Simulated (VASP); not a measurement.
The cell holds one Tc (hcp) (1 0 -1 0) slab, with vacuum along c, ions free to move until forces fall under 0.03 eV/Å, no reconstruction beyond this cell, dipole correction on.

Here is the system:

```yaml
crystal:
  lattice:
    - [4.38819, 0.00000, 0.00000]
    - [0.00000, 2.73473, 0.00000]
    - [0.00000, 0.00000, 24.44453]
  atoms:
    - { symbol: Tc, position: [0.25000, 0.50000, 0.37192] }
    - { symbol: Tc, position: [0.75000, 0.00000, 0.34316] }
    - { symbol: Tc, position: [0.25000, 0.00000, 0.46637] }
    - { symbol: Tc, position: [0.75000, 0.50000, 0.43493] }
    - { symbol: Tc, position: [0.25000, 0.50000, 0.56507] }
    - { symbol: Tc, position: [0.75000, 0.00000, 0.53363] }
    - { symbol: Tc, position: [0.25000, 0.00000, 0.65684] }
    - { symbol: Tc, position: [0.75000, 0.50000, 0.62808] }
```

Method: r2SCAN meta-GGA, VASP's PBE PAW potentials (set 64) (plane waves; VASP). Settings: 400 eV cut-off, 6×10×1 Γ-centred mesh, first-order Methfessel-Paxton smearing of 0.10 eV, potentials Tc_pv.

Slab and bulk use different k-meshes, so the surface energy is good to a few per cent at best.

Q: Predict its surface energy, work function, band gap (on the k-mesh).

A: 
```json
{
 "surface_energy": "2.73 J/m²",
 "work_function": "4.38 eV",
 "band gap (on the k-mesh)": "none (metal, semimetal or under 0.01 eV)"
}
```

The cell is a thin slab with vacuum, built from Tc (hcp): (100) face.
